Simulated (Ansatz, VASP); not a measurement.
## C (Diamond) in two plane-wave programs

One calculation is typed for both programs; each brings its own data sets. How far apart do they land? The cell is taken from a series of runs on this material, whose earlier steps may have relaxed, scaled, displaced or heated it; both programs get it as it stands.

Program: Ansatz 0.2.0. Level of theory: plane waves, with VASP 6.6.1 beside it; zone-centre phonons at LDA. Results are calculated unless marked as measured.

### Step 1. Set-up

It takes space group Fd-3m (No. 227, cubic). The conventional cell has a = 3.531 Å, b = 3.531 Å, c = 3.531 Å, α = 90.00°, β = 90.00°, γ = 90.00°. C has 4 C at 1.53 Å nearest.

### Step 2. Ansatz: zone-centre phonons, LDA

Ansatz runs on its PAW soft_1 files.

Second derivatives magnify differences that forces hide, and they need a tight electronic threshold.

Contents of input.yaml:

```yaml
crystal:
  lattice:
    - [0.0, 1.7657332854, 1.7657332854]
    - [1.7657332854, 0.0, 1.7657332854]
    - [1.7657332854, 1.7657332854, 0.0]
  atoms:
    - { symbol: C, position: [0.5, 0.5, 0.5] }
    - { symbol: C, position: [0.75, 0.75, 0.75] }
total_charge: -0.006606
kpoints:
  mp_grid: { grid: [42, 42, 42] }
hamiltonian:
  xc: lda
  pseudopotentials: { kind: paw, azcp: { folder: soft_1 }, xc_functional: pbe }
scf:
  occupations: { method: fermi_dirac, width: 0.03 }
output:
  eigenvalues: true
phonons:
  method: dfpt
```

Launch:

```
$ ansatz run input.yaml --threads 8 --pin off --max-ram 16384MiB --backend cpu --events-out ev --progress --plain --runs-dir out
```

Numbers of over 12 decimals in the logs are rounded to 6 here.

The log of the run:

```text
zone centre: on kpoints.mp_grid the ground state, and the responses unless they are solved on pairs of k-points, stand on 5214 of the mesh's 74088 k-points, reduced under 8 symmetry operations, with k and −k counted as one. Each operation leaves every solved displacement unchanged or reverses it
Engine: ansatz 0.2.0, x86_64-unknown-linux-gnu
Pseudopotentials: kind: paw
Pseudopotential: C, paw, valence charge 4, recommended cutoff 420 eV (normal), soft_1/C.paw.azcp
Functional definition: SPW92
  exchange = slater_x
  correlation = pw_c
Crystal: 2 atoms, lattice volume = 11.010 Å³
Basis set: ecut = 420 eV, 181 PW (Γ), exchange–correlation on 40×40×40 points (8 copies of the dense FFT grid, shifted against one another)
Bands: 9, of which v1, the nominal top of the filled ones, is band 4 counted from 1 (3 counted from 0)
Symmetry: 48 space group operations
k-points: 5214 of 74088 (irreducible under 8 space group operations, time reversal used)
Non-local potential: C, projectors of the file, l = 0: 2, l = 1: 2, l = 2: 1
PAW form: soft (Blöchl's): semilocal exchange-correlation on the pseudo side does not see the compensation charge
PAW frozen core: C, regenerated for the run's functional, and the local potential with it (the file was generated under x = pbe(κ = 0.804, μ = 0.219515), c = pbe(β = 0.066725))
PAW one-centre angular grid: C, 110 points (default); XC on 64 Gauss nodes
Initial density: superposition of atomic densities (chi_scale 0.1, normalization cell)
Initial wavefunctions: pseudopotential atomic-orbital guess
Functional: x = slater, c = lda
SCF iter   1: F=—  HF=-486.597660 eV  |F-HF|=—  |Δ(HF+E_count)|=         —  Δρ=1.47e-1  dr2=1.68e0  ethr=3.10e-3  ⟨swp⟩=5.0  Hψ=286755  notcnv=0
preconditioner: auto → none  [metal: Δε(μ)=0.012 eV  Ē_g=21.954 eV  σ=0.030 eV  W_gap=0.10  n_scr=0 (ndim 8)  ℏωp=31.7 eV  f_vac=0.000  D(μ)=0.07/eV (n_scr^D=0)]
SCF iter   2: F=—  HF=-485.985633 eV  |F-HF|=—  |Δ(HF+E_count)|=   6.12e-1  Δρ=6.21e-2  dr2=2.90e-1  ethr=3.10e-3  ⟨swp⟩=3.0  Hψ=127210  notcnv=0  defer=4704
SCF iter   3: F=—  HF=-485.872162 eV  |F-HF|=—  |Δ(HF+E_count)|=   1.13e-1  Δρ=3.41e-3  dr2=4.20e-4  ethr=3.10e-3  ⟨swp⟩=2.2  Hψ=83878  notcnv=0  defer=4704
SCF iter   4: F=—  HF=-485.872330 eV  |F-HF|=—  |Δ(HF+E_count)|=   1.68e-4  Δρ=1.54e-4  dr2=1.26e-6  ethr=5.24e-6  ⟨swp⟩=2.8  Hψ=73625  notcnv=0  defer=4704
SCF iter   5: F=—  HF=-485.872331 eV  |F-HF|=—  |Δ(HF+E_count)|=   7.02e-7  Δρ=2.00e-5  dr2=1.02e-8  ethr=1.58e-8  ⟨swp⟩=2.1  Hψ=67051  notcnv=0  defer=4704
SCF iter   6: F=-485.872331 eV  HF=-485.872331 eV  |F-HF|=3.41e-13  |Δ(HF+E_count)|=   4.33e-9  Δρ=1.89e-7  dr2=1.85e-12  ethr=1.00e-12  ⟨swp⟩=9.1  Hψ=253062  notcnv=0
SCF 1 converged in 6 iterations: F = -485.872331 eV  dr2 = 1.85e-12
  greatest PAW one-centre occupation: 0.644 electrons in one spin orbital (limit 2), on the C atom at site 1 (counted from 0), in its partial waves of l = 0
DFPT response loops at Γ: preconditioner auto → Kerker (q_TF=auto, 2.587 Å⁻¹) (partly filled bands, converged f_vac=0.000); β = 1.00, the filter's whole step (`scf.mixing.beta` (0.50) is not read by the response loops under this deck's `scf.mixing.preconditioner`; to damp them name `kerker` or `kerker_dos`, under which they read `scf.mixing.beta`, and type it under 1.00, their step now; both keys bind the ground state too); Broyden in place of MSR1
SCF converged after 6 iterations
Free energy (F): -485.872331 eV
Harris-Foulkes:  -485.872331 eV  (|F-HF|=3.41e-13)
Internal energy: -485.872144 eV  (E = F + TS)
E sigma→0 (E₀):  -485.872237 eV
Entropy (-TS):   -0.000187 eV (-0.094 meV/atom)
Fermi energy:    17.951061 eV
--- Per-component energies (eV) ---
  E_band       = 36.432290
  E_kinetic    = 181.816757
  E_local      = -109.838561  (includes V_loc(G=0)·N_el)
  E_nonlocal   = 48.064333
  E_hartree    = 25.838368
  E_xc         = -95.293544
  E_vxc        = -118.036581  (∫ρ·V_xc dr)
  E_paw        = -185.148286  (= ΣΔE_a)
  E_vpaw       = -17.250427  (= ΣTr[D̂ρ^β])
  E_aug_tail   = 0.000038  (compensation charges beyond the density's cutoff)
  E_ewald      = -351.436914
  E_core_change = 0.125665  (= ΣΔE_core)
  E_smearing   = -0.000187  (= −TS)
  E_closure    = -0.000000  (closes the sum)
  E_deformation_potential = -0.146811  (in the stress; not in F)
  Σ components = -485.872331   (vs F -485.872331, Δ=0.00e0)
--- Band table (eV; the first three rows and the last of 5214) ---
  k-point 0: bands = ["-8.1049", "13.6372", "13.6372", "13.6372", "19.2594", "19.2594", "19.2594", "27.7939", "32.9708"]
  k-point 1: bands = ["-8.0890", "13.5189", "13.6068", "13.6068", "19.2977", "19.2977", "19.3347", "27.8024", "32.9978"]
  k-point 2: bands = ["-8.0410", "13.1878", "13.5199", "13.5199", "19.4094", "19.4094", "19.5441", "27.8294", "33.0779"]
  k-point 5213: bands = ["1.6762", "1.6762", "5.0222", "5.0222", "24.1152", "24.1152", "26.4220", "26.4220", "35.1253"]
--- Phonons (Γ-DFPT): 1 representative perturbation + reference, on 5214 of 74088 k-points (Σ response iterations 3) ---
  k mesh reduced under 8 symmetry operations, with k and −k counted as one. Each operation leaves every solved displacement unchanged or reverses it
  ASR residual: 4.059e-5 → 0.000e0 eV/Å²; symmetrization residual: 9.765e-14 eV/Å²
  ASR residual per site (eV/Å²): 4.06e-5 4.06e-5
  Γ frequencies (cm⁻¹): 0.00 0.00 0.00 1318.56 1318.56 1318.56
  non-analytic LO–TO correction: not included (Born effective charges unavailable; polar crystals: no LO–TO splitting at Γ)
```

### Step 3. VASP: zone-centre phonons, LDA

The same cell, functional (in two slightly different forms), mesh and smearing now go to VASP, with its own data sets.

Lines of VASP's logs that name or quote its potential files are left out, and so is its time.

Contents of INCAR:

```
SYSTEM = C
PREC = Accurate
ENCUT = 600
EDIFF = 1E-08
NELM = 120
ISMEAR = -1
SIGMA = 0.03
LREAL = .FALSE.
ALGO = Normal
GGA = PW92
NELECT = 8.006606
NBANDS = 10
LORBIT = 11
LWAVE = .FALSE.
LCHARG = .FALSE.
ISIF = 2
IBRION = 8
LASPH = .TRUE.
GGA_COMPAT = .FALSE.
KPAR = 2
```

Contents of POSCAR:

```
C
1.0
    0.0000000000      1.7657332854      1.7657332854
    1.7657332854      0.0000000000      1.7657332854
    1.7657332854      1.7657332854      0.0000000000
C
2
Direct
    0.5000000000      0.5000000000      0.5000000000
    0.7500000000      0.7500000000      0.7500000000
```

Contents of KPOINTS:

```
Automatic mesh
0
Gamma
42 42 42
0 0 0
```

Potentials, in the order of the species: C (LDA family, release 64).

Launch:

```
$ mpirun -np 2 vasp_std
```

The log of the run:

```text
[banner, memory and clock lines left out]
running    2 mpi-ranks, on    1 nodes
 distrk:  each k-point on    1 cores,    2 groups
 distr:  one band on    1 cores,    1 groups

 POSCAR found type information on POSCAR C
 POSCAR found :  1 types and       2 ions
|                                                                             |
|               ----> ADVICE to this user running VASP <----                  |
|                                                                             |
|     You enforced a specific xc type in the INCAR file but a different       |
|     [... a line on the potential file left out ...]
|     I HOPE YOU KNOW WHAT YOU ARE DOING!                                     |
|                                                                             |

 LDA part: xc-table for (Slater(with rela. corr.)+PW92), standard interpolation
 POSCAR, INCAR and KPOINTS ok, starting setup
 FFT: planning ... GRIDC
 FFT: planning ... GRID_SOFT
 FFT: planning ... GRID
 WAVECAR not read
 entering main loop
       N       E                     dE             d eps       ncg     rms          rms(c)
DAV:   1     0.402846562672E+00    0.40285E+00   -0.52824E+03 39758   0.864E+02
DAV:   2    -0.206646604160E+02   -0.21068E+02   -0.20406E+02 51704   0.138E+02
DAV:   3    -0.210564563047E+02   -0.39180E+00   -0.39072E+00 45198   0.151E+01
DAV:   4    -0.210573128713E+02   -0.85657E-03   -0.85651E-03 41470   0.830E-01
DAV:   5    -0.210573140970E+02   -0.12256E-05   -0.12259E-05 43436   0.305E-02BRMIX: very serious problems
 the old and the new charge density differ
 old charge density:     8.00000 new    8.00661
BRMIX: very serious problems
 the old and the new charge density differ
 old charge density:     8.00000 new    8.00661
    0.589E+00
DAV:   6    -0.204082518644E+02    0.64906E+00   -0.37327E-01 39804   0.453E+00    0.341E+00
DAV:   7    -0.201836941713E+02    0.22456E+00   -0.43430E-01 42002   0.490E+00    0.754E-01
DAV:   8    -0.201835178325E+02    0.17634E-03   -0.91224E-03 40884   0.866E-01    0.253E-02
DAV:   9    -0.201835085451E+02    0.92874E-05   -0.28901E-05 43680   0.470E-02    0.193E-02
DAV:  10    -0.201835098856E+02   -0.13404E-05   -0.15621E-06 41612   0.113E-02    0.444E-03
DAV:  11    -0.201835098234E+02    0.62161E-07   -0.54749E-08 42930   0.195E-03    0.729E-04
DAV:  12    -0.201835098119E+02    0.11498E-07   -0.13613E-09 23074   0.371E-04    0.128E-04
DAV:  13    -0.201835098081E+02    0.37829E-08   -0.88775E-11 20502   0.979E-05
   1 F= -.20183510E+02 E0= -.20183417E+02  d E =-.186563E-03
 Linear response reoptimize wavefunctions to high precision
DAV:   1    -0.201835098076E+02    0.50278E-09   -0.28699E-12 22342   0.190E-05
DAV:   2    -0.201835098076E+02    0.23306E-11   -0.29395E-13 19902   0.444E-06
 Linear response DOF=           1
 Linear response progress:
  Degree of freedom:   1/  1
       N       E                     dE             d eps       ncg     rms          rms(c)
RMM:   1    -0.119845055658E+00   -0.11985E+00   -0.17075E-02483848   0.208E+00
RMM:   2    -0.110721356888E+00    0.91237E-02   -0.22555E-03303737   0.397E-01    0.190E-01
RMM:   3    -0.110892675361E+00   -0.17132E-03   -0.21979E-04302202   0.113E-01    0.103E-01
RMM:   4    -0.111699235370E+00   -0.80656E-03   -0.24351E-04300177   0.117E-01    0.133E-02
RMM:   5    -0.111657506953E+00    0.41728E-04   -0.51445E-06324336   0.136E-02    0.101E-03
RMM:   6    -0.111657069578E+00    0.43737E-06   -0.28663E-07325434   0.807E-04    0.440E-04
RMM:   7    -0.111654526063E+00    0.25435E-05   -0.67537E-08333969   0.344E-04    0.657E-05
RMM:   8    -0.111654502472E+00    0.23591E-07   -0.78455E-09339120   0.484E-05    0.103E-05
RMM:   9    -0.111654376071E+00    0.12640E-06   -0.56448E-09342492   0.226E-05    0.142E-06
RMM:  10    -0.111654374193E+00    0.18779E-08   -0.11736E-08284626   0.107E-05    0.147E-07
 first order change of Fermi-energy   0.15113E-04
 force on displaced ion       1 direction 1 : -38.634  -0.000  -0.000
 Linear response finished
```

Parts of OUTCAR (step 3):

```text
NELECT = 8.006606

 ion  position               nearest neighbor table
   1  0.500  0.500  0.500-   2 1.53   2 1.53   2 1.53   2 1.53
   2  0.750  0.750  0.750-   1 1.53   1 1.53   1 1.53   1 1.53

  LATTYP: Found a face centered cubic cell.
 ALAT       =     3.5314665708

 Subroutine GETGRP returns: Found 48 space group operations
 (whereof 24 operations were pure point group operations)

The static configuration has the point symmetry T_d .
 The point group associated with its full space group is O_h .

 Found   1903 irreducible k-points:

   k-points           NKPTS =   1903   k-points in BZ     NKDIM =   1903   number of bands    NBANDS=     10

   dimension x,y,z NGX =    20 NGY =   20 NGZ =   20
   dimension x,y,z NGXF=    40 NGYF=   40 NGZF=   40

   ENCUT  =  600.0 eV  44.10 Ry    6.64 a.u.   4.99  4.99  4.99*2*pi/ulx,y,z

 k-points in reciprocal lattice and weights: Automatic mesh
   0.00000000  0.00000000  0.00000000       0.000
   0.02380952  0.00000000  0.00000000       0.000
   0.04761905  0.00000000  0.00000000       0.000
   0.07142857  0.00000000  0.00000000       0.000
   0.09523810  0.00000000  0.00000000       0.000
   0.11904762  0.00000000  0.00000000       0.000
   0.14285714  0.00000000  0.00000000       0.000
   0.16666667  0.00000000  0.00000000       0.000
   0.19047619  0.00000000  0.00000000       0.000
[...]
-0.26190476  0.47619048  0.23809524       0.000
  -0.26190476  0.50000000  0.23809524       0.000

 average (electrostatic) potential at core
       1 -49.0803       2 -49.0803

  Total        0.1266903      0.1266903      0.1266903      0.0000000      0.0000000      0.0000000
  in kB       18.4352267     18.4352267     18.4352267      0.0000000      0.0000000      0.0000000
  external PRESSURE =      18.4352267 kB  Pullay stress =       0.0000000 kB

  energy-cutoff  :      600.00
  volume of cell :       11.01
      direct lattice vectors                 reciprocal lattice vectors
     0.000000000  1.765733285  1.765733285    -0.283168474  0.283168474  0.283168474
     1.765733285  0.000000000  1.765733285     0.283168474 -0.283168474  0.283168474
     1.765733285  1.765733285  0.000000000     0.283168474  0.283168474 -0.283168474

 POSITION                                       TOTAL-FORCE (eV/Angst)
 -----------------------------------------------------------------------------------
      1.76573      1.76573      1.76573         0.000000      0.000000      0.000000
      2.64860      2.64860      2.64860        -0.000000     -0.000000     -0.000000
 -----------------------------------------------------------------------------------
    total drift:                                0.000000     -0.000000      0.000000

 Eigenvectors and eigenvalues of the dynamical matrix
 ----------------------------------------------------

   1 f  =   39.651690 THz   249.138914 2PiTHz 1322.637997 cm-1   163.986138 meV
             X         Y         Z           dx          dy          dz
      1.765733  1.765733  1.765733     0.707107    0.000000   -0.000000
      2.648600  2.648600  2.648600    -0.707107   -0.000000    0.000000

   2 f  =   39.651690 THz   249.138914 2PiTHz 1322.637997 cm-1   163.986138 meV
             X         Y         Z           dx          dy          dz
      1.765733  1.765733  1.765733     0.000000   -0.431018    0.560556
      2.648600  2.648600  2.648600    -0.000000    0.431018   -0.560556

   3 f  =   39.651690 THz   249.138914 2PiTHz 1322.637997 cm-1   163.986138 meV
             X         Y         Z           dx          dy          dz
      1.765733  1.765733  1.765733    -0.000000    0.560556    0.431018
      2.648600  2.648600  2.648600    -0.000000   -0.560556   -0.431018

   4 f  =    0.000000 THz     0.000002 2PiTHz    0.000011 cm-1     0.000001 meV
             X         Y         Z           dx          dy          dz
      1.765733  1.765733  1.765733    -0.000000   -0.500000   -0.500000
      2.648600  2.648600  2.648600     0.000000   -0.500000   -0.500000

   5 f  =    0.000000 THz     0.000000 2PiTHz    0.000000 cm-1     0.000000 meV
             X         Y         Z           dx          dy          dz
      1.765733  1.765733  1.765733     0.707107    0.000000   -0.000000
      2.648600  2.648600  2.648600     0.707107   -0.000000    0.000000

   6 f/i=    0.000000 THz     0.000002 2PiTHz    0.000011 cm-1     0.000001 meV
             X         Y         Z           dx          dy          dz
      1.765733  1.765733  1.765733     0.000000    0.500000   -0.500000
      2.648600  2.648600  2.648600     0.000000    0.500000   -0.500000

 ELASTIC MODULI CONTR FROM IONIC RELAXATION (kBar)
 Direction    XX          YY          ZZ          XY          YZ          ZX
 --------------------------------------------------------------------------------
 XX           0.0000      0.0000      0.0000      0.0000      0.0000      0.0000
 YY           0.0000      0.0000      0.0000      0.0000      0.0000      0.0000
 ZZ           0.0000      0.0000      0.0000      0.0000      0.0000      0.0000
 XY           0.0000      0.0000      0.0000    -70.5384     -0.0000     -0.0000
 YZ           0.0000      0.0000      0.0000     -0.0000    -70.5384     -0.0000
 ZX           0.0000      0.0000      0.0000     -0.0000     -0.0000    -70.5384
 --------------------------------------------------------------------------------
```

The cell is charged against a uniform background.

### Step 4. Comparison

Known differences besides the potentials themselves: the cutoff is 420 eV in Ansatz and 600 eV in VASP; VASP's log shows a relativistic correction to its local exchange, Ansatz's none. Total energies have different zeros and are not compared.

Compared:

| quantity | Ansatz | VASP | difference |
| --- | --- | --- | --- |
| optical mode 1 to 3 (cm⁻¹) | 1318.6 | 1322.6 | -0.31 % |

Modes are paired by rising frequency, not by their patterns, so a pair may set unlike modes beside each other; they are those without the splitting of longitudinal modes. The cell carries a charge of -0.006606 e against a uniform background, so its pressure also hangs on how the neutralising background is counted, and in a defect's cell a gap may be the spacing between its levels.

### Step 5. Results

| Property | Result |
| --- | --- |
| r.m.s. difference of the optical zone-centre modes, each program's sorted by frequency (zone-centre phonons, LDA) | 4.1 cm⁻¹ |

In words: The r.m.s. difference of the optical zone-centre modes, each program's sorted by frequency is 4.1 cm⁻¹ (zone-centre phonons, LDA). Such differences can come from data sets, numerical settings and the points named under the comparisons, not from the functional's error against experiment.

[Lines on the potential files, build, host, timing and source positions are cut from VASP's logs without a mark.]

[Logs are printed without paths, hosts, clocks, repeated set-up lines and the standing remarks that a program may print on its own settings, such as how far it seeks lower states.]

[Hosts, paths, dates, database ids (printed as entryN), source tags and the programs' standing remarks are cut or masked in the printed files.]
